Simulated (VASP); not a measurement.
Input of a VASP 6.6.1 run:

The input INCAR:

```
SYSTEM = Ti
PREC     = Accurate       ! precision mode
ENCUT    = 520            ! plane-wave cutoff, eV
EDIFF    = 1E-8           ! SCF threshold, eV
ISMEAR   = 0              ! smearing method
SIGMA    = 0.1            ! smearing width, eV
LREAL    = .False.        ! projectors in reciprocal space
LASPH    = .True.         ! aspherical terms in the spheres
NELM     = 100            ! most SCF steps
ALGO     = Normal         ! electronic algorithm
ISIF     = 3              ! what is computed and relaxed
LWAVE    = .False.        ! write WAVECAR
LCHARG   = .False.        ! write CHGCAR
GGA      = PE             ! functional
NBANDS   = 19             ! bands
IBRION   = 6              ! ionic algorithm
NFREE    = 2            
POTIM    = 0.015          ! step
NSW      = 1              ! ionic steps
```

The input KPOINTS:

```
Automatic mesh
0
Gamma
  12 12 6
  0 0 0
```

The input POSCAR:

```
Ti                                      
1.0
    2.9344799811      0.0000000000      0.0000000000
   -1.4672399906      2.5413342094      0.0000000000
    0.0000000000      0.0000000000      4.6523680517
  Ti            
     2
Direct
     0.3333333300000021    0.6666666699999979    0.2500000000000000
     0.6666666699999979    0.3333333300000021    0.7500000000000000
```

Potentials or basis: VASP PAW PBE potentials, release 64 (Ti_sv).

Run with:

```sh
$ cat potpaw_PBE.64/Ti_sv/POTCAR > POTCAR
$ mpirun -np 1 vasp_std > vasp.out
```

Q: Estimate the highest phonon frequency at Γ.

A: 180 cm⁻¹.

Q: What does it give for the Voigt bulk modulus?

A: 112 GPa.

Elastic tensor in Voigt notation (GPa, in the Cartesian axes of the cell as first typed):
```
165  93  76   0   0   0
 93 165  76   0   0   0
 76  76 186   0   0   0
  0   0   0  39   0   0
  0   0   0   0  39   0
  0   0   0   0   0  36
```

Caveat: elastic constants of metals need much finer meshes, so these are rough.
